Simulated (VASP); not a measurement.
OSZICAR of a VASP run on NaCl (rock salt):

**OSZICAR**
```
       N       E                     dE             d eps       ncg     rms          rms(c)
DAV:   1     0.100327870357E+03    0.10033E+03   -0.75502E+03   784   0.137E+03
DAV:   2     0.628070530095E+00   -0.99700E+02   -0.92370E+02   887   0.311E+02
DAV:   3    -0.644667731470E+01   -0.70747E+01   -0.70267E+01   908   0.822E+01
DAV:   4    -0.658234581165E+01   -0.13567E+00   -0.13547E+00   934   0.115E+01
DAV:   5    -0.658463664432E+01   -0.22908E-02   -0.22907E-02   961   0.152E+00    0.245E+00
DAV:   6    -0.643736898379E+01    0.14727E+00   -0.24737E-01   990   0.540E+00    0.179E+00
DAV:   7    -0.641987308662E+01    0.17496E-01   -0.75268E-02  1073   0.269E+00    0.108E+00
DAV:   8    -0.642081188644E+01   -0.93880E-03   -0.43785E-03   875   0.910E-01    0.180E-01
DAV:   9    -0.642077342538E+01    0.38461E-04   -0.11509E-04   929   0.157E-01    0.578E-02
DAV:  10    -0.642079528361E+01   -0.21858E-04   -0.44856E-05   887   0.121E-01    0.581E-03
DAV:  11    -0.642079452060E+01    0.76301E-06   -0.10253E-05   999   0.562E-02    0.578E-03
DAV:  12    -0.642079457915E+01   -0.58550E-07   -0.97538E-07   469   0.123E-02
   1 F= -.56930408E+00 E0= -.56930408E+00  d E =-.569304E+00
       N       E                     dE             d eps       ncg     rms          rms(c)
DAV:   1    -0.724724597377E+01   -0.82645E+00   -0.36320E+01   869   0.979E+01    0.975E+00
DAV:   2    -0.598511888370E+01    0.12621E+01   -0.14928E+00   854   0.194E+01    0.379E+00
DAV:   3    -0.567976385523E+01    0.30536E+00   -0.67652E-01   875   0.117E+01    0.217E+00
DAV:   4    -0.565835481409E+01    0.21409E-01   -0.25798E-02   999   0.207E+00    0.215E-01
DAV:   5    -0.565740368332E+01    0.95113E-03   -0.24309E-03   881   0.501E-01    0.706E-02
DAV:   6    -0.565740101884E+01    0.26645E-05   -0.26416E-04   902   0.149E-01    0.640E-02
DAV:   7    -0.565739491702E+01    0.61018E-05   -0.32586E-05   875   0.697E-02    0.558E-03
DAV:   8    -0.565739387531E+01    0.10417E-05   -0.20771E-06   709   0.254E-02    0.169E-03
DAV:   9    -0.565739395905E+01   -0.83741E-07   -0.14096E-07   394   0.435E-03
   2 F= -.59663330E+00 E0= -.59663330E+00  d E =-.273292E-01
       N       E                     dE             d eps       ncg     rms          rms(c)
DAV:   1    -0.634827996535E+01   -0.69089E+00   -0.76117E+00   881   0.534E+01    0.364E+00
DAV:   2    -0.610995969383E+01    0.23832E+00   -0.34617E-01   845   0.813E+00    0.161E+00
DAV:   3    -0.605263066466E+01    0.57329E-01   -0.12849E-01   875   0.494E+00    0.702E-01
DAV:   4    -0.604851425441E+01    0.41164E-02   -0.45603E-03   974   0.834E-01    0.705E-02
DAV:   5    -0.604839617128E+01    0.11808E-03   -0.40902E-04   866   0.181E-01    0.412E-02
DAV:   6    -0.604838858197E+01    0.75893E-05   -0.16565E-05   881   0.710E-02    0.136E-02
DAV:   7    -0.604838821956E+01    0.36242E-06   -0.11071E-06   477   0.123E-02
   3 F= -.65057947E+00 E0= -.65057947E+00  d E =-.812754E-01
```

Which electronic solver shows in the log?

It is blocked Davidson (ALGO = Normal, or the opening steps of other solvers). The INCAR had ALGO = Normal.

Can the final energy be trusted as converged?

Self-consistency was reached. It stopped with EDIFF = 1E-6, NELM = 100, NSW = 40 and EDIFFG = -0.02 after 3 ionic steps (PBEsol GGA, plane waves, VASP's PBE PAW potentials (set 64)). Energy and stress use the plane-wave basis of the starting cell.

The compound is NaCl in the rock salt structure. This run relaxes it under an external pressure of 30 GPa. Symmetry was kept, so distortions that lower it aren't found.
